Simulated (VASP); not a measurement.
Energy against volume of LiF (rock salt). Level of theory: PBE GGA, VASP's PBE PAW potentials (set 64) (plane waves; VASP).

| V (Å³/atom) | E (eV/atom) |
|---|---|
| 7.837 | -4.81084 |
| 8.087 | -4.81749 |
| 8.338 | -4.82027 |
| 8.588 | -4.81977 |
| 8.838 | -4.81643 |

Task: Fit a third-order Birch-Murnaghan equation of state.

Result: 
| Property | Value |
|---|---|
| volume per atom | 8.42 Å³/atom |
| bulk modulus | 67.5 GPa |
| pressure derivative of the bulk modulus | 4.22 |
| lattice constant a | 4.069 Å |

The compound is LiF in the rock salt structure. It was relaxed first.
